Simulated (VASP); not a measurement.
Computed with PBE GGA with D3 dispersion (Becke-Johnson damping), VASP's PBE PAW potentials (set 64) (plane waves; VASP).

Input for VASP

**INCAR**
```
SYSTEM  =  Pt
PREC  =  Accurate; ENCUT  =  520; LREAL  =  .FALSE.
LASPH  =  .TRUE.
EDIFF  =  1E-7; NELM  =  100; ALGO  =  Normal
LMAXMIX  =  6
ISMEAR  =  1; SIGMA  =  0.1
GGA  =  PE; IVDW  =  12
ISIF  =  2
LWAVE  =  .FALSE.; LCHARG  =  .FALSE.
```

### POSCAR
```
Pt
1
    0.0000000000     1.9623776456     1.9623776456
    1.9623776456     0.0000000000     1.9623776456
    1.9623776456     1.9623776456     0.0000000000
Pt
1
Direct
  0.0000000000   0.0000000000   0.0000000000
```

File KPOINTS:
```
Regular mesh
0
G
 16 16 16
0 0 0
```

POTCAR, in this order: Pt (PBE.64 set). Program: vasp_std.

Output of the run:

File OSZICAR:
```
       N       E                     dE             d eps       ncg     rms          rms(c)
DAV:   1     0.359532652833E+02    0.35953E+02   -0.55568E+03  2730   0.103E+03
DAV:   2    -0.601329017839E+01   -0.41967E+02   -0.40041E+02  2733   0.184E+02
DAV:   3    -0.646077664669E+01   -0.44749E+00   -0.44657E+00  3185   0.190E+01
DAV:   4    -0.646205016898E+01   -0.12735E-02   -0.12735E-02  2952   0.109E+00
DAV:   5    -0.646205900179E+01   -0.88328E-05   -0.88337E-05  3045   0.823E-02    0.128E+01
DAV:   6    -0.612657349454E+01    0.33549E+00   -0.86396E-01  2662   0.851E+00    0.679E+00
DAV:   7    -0.608611713112E+01    0.40456E-01   -0.16241E-01  2776   0.358E+00    0.251E+00
DAV:   8    -0.608260913059E+01    0.35080E-02   -0.60059E-03  2828   0.766E-01    0.503E-01
DAV:   9    -0.608244945025E+01    0.15968E-03   -0.11223E-04  2783   0.110E-01    0.142E-02
DAV:  10    -0.608245476797E+01   -0.53177E-05   -0.26054E-06  3055   0.141E-02    0.253E-03
DAV:  11    -0.608245479715E+01   -0.29171E-07   -0.43151E-08  2202   0.212E-03
   1 F= -.68599447E+01 E0= -.68596603E+01  d E =-.853143E-03
```

### OUTCAR
```
------------------------ aborting loop because EDIFF is reached ----------------------------------------
 Edisp (eV)   -0.77749
  FORCE on cell =-STRESS in cart. coord.  units (eV):
  Direction    XX          YY          ZZ          XY          YZ          ZX
  --------------------------------------------------------------------------------------
  Total       0.00724     0.00724     0.00724     0.00000     0.00000    -0.00000
  in kB       0.76724     0.76724     0.76724     0.00000     0.00000    -0.00000
  external pressure =        0.77 kB  Pullay stress =        0.00 kB
  volume of cell :       15.11
      direct lattice vectors                 reciprocal lattice vectors
     0.000000000  1.962377646  1.962377646    -0.254792955  0.254792955  0.254792955
     1.962377646  0.000000000  1.962377646     0.254792955 -0.254792955  0.254792955
     1.962377646  1.962377646  0.000000000     0.254792955  0.254792955 -0.254792955
 POSITION                                       TOTAL-FORCE (eV/Angst)
 -----------------------------------------------------------------------------------
      0.00000      0.00000      0.00000         0.000000      0.000000     -0.000000
 -----------------------------------------------------------------------------------
    total drift:                                0.000000     -0.000000     -0.000000
  FREE ENERGIE OF THE ION-ELECTRON SYSTEM (eV)
  ---------------------------------------------------
  free  energy   TOTEN  =        -6.8599447268 eV

  energy  without entropy=       -6.8590915836  energy(sigma->0) =       -6.85966035
```
(Selected blocks of OUTCAR.)

The compound is Pt in the fcc structure. It was relaxed first.
